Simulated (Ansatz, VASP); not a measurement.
**One calculation of Al2Cl, two programs**

The input INCAR:

```
SYSTEM = Al2Cl
PREC     = Accurate       ! precision mode
ENCUT    = 600            ! plane-wave cutoff, eV
EDIFF    = 1E-7           ! SCF threshold, eV
ISMEAR   = 0              ! smearing method
SIGMA    = 0.1            ! smearing width, eV
LREAL    = .FALSE.        ! projectors in reciprocal space
LASPH    = .TRUE.         ! aspherical terms in the spheres
NELM     = 100            ! most SCF steps
ALGO     = Normal         ! electronic algorithm
ISIF     = 3              ! what is computed and relaxed
LWAVE    = .FALSE.        ! write WAVECAR
LCHARG   = .FALSE.        ! write CHGCAR
GGA      = PE             ! functional
IBRION   = 2              ! ionic algorithm
NSW      = 100            ! ionic steps
EDIFFG   = -0.01          ! ionic threshold
```

Contents of KPOINTS:

```
Automatic mesh
0
G
  12 12 4
  0 0 0
```

The input POSCAR:

```
Al2Cl
1.0
    3.0570165543      0.0000000000      0.0000000000
    0.0000000000      3.0570165543      0.0000000000
    0.0000000000      0.0000000000     12.7750625210
Al Cl
4 2
Direct
    0.5000000000      0.0000000000      0.7746848228
    0.0000000000      0.5000000000      0.2253151772
    0.0000000000      0.5000000000      0.9220408579
    0.5000000000      0.0000000000      0.0779591421
    0.0000000000      0.5000000000      0.6504553738
    0.5000000000      0.0000000000      0.3495446262
```

Input for Ansatz:

```yaml
crystal:
  lattice:
    - [3.0570165543, 0.0, 0.0]
    - [0.0, 3.0570165543, 0.0]
    - [0.0, 0.0, 12.775062521]
  atoms:
    - { symbol: Al, position: [0.5, 0.0, 0.7746848228] }
    - { symbol: Al, position: [0.0, 0.5, 0.2253151772] }
    - { symbol: Al, position: [0.0, 0.5, 0.9220408579] }
    - { symbol: Al, position: [0.5, 0.0, 0.0779591421] }
    - { symbol: Cl, position: [0.0, 0.5, 0.6504553738] }
    - { symbol: Cl, position: [0.5, 0.0, 0.3495446262] }
basis:
  ecutwfc: 420
kpoints:
  mp_grid: { grid: [12, 12, 4] }
hamiltonian:
  xc: pbe
scf:
  occupations: { method: gaussian, width: 0.1 }
output:
  forces: true
  stress: true
  eigenvalues: true
relax:
  adjacent_minimum: "off"
  f_tol: 0.01
  max_steps: 80
  cell: { stress_tol: 0.05 }
```

Change from the starting cell: species swapped into the Ta2Se type (P4/nmm, No. 129).

Alike in both runs: task relaxation of cell and atoms; functional PBE; k mesh 12 × 12 × 4; occupations gaussian, width 0.1 eV; no spin polarisation.

|  | VASP | Ansatz |
| --- | --- | --- |
| version | VASP 6.6.1 | Ansatz 0.2.0 |
| potentials or method | VASP PAW PBE potentials, release 64 (Al, Cl) | scalar-relativistic, plane waves, PAW |
| plane-wave cutoff (eV) | 600 | 420 |
| valence electrons in the cell | 26 | 26 |

VASP gave:

```
gap on the k mesh at the Fermi level, each at its own relaxed structure (eV) : none
relaxed volume (Å³/atom)                                                     : 19.80
relaxed cell length with the largest relative difference (Å)                 : 12.626
energy change over the relaxation (meV/atom)                                 : -4
```

Task: Which values does Ansatz return?

Result: gap on the k mesh at the Fermi level, each at its own relaxed structure (eV): none; relaxed volume (Å³/atom): 20.08; relaxed cell length with the largest relative difference (Å): 12.795; energy change over the relaxation (meV/atom): -4.

A gap of «none» marks a metal or a gap that the smearing closes.

Caveats: this functional lacks dispersion, which binds the layers, so the pressure and a relaxed spacing across them are unreliable.
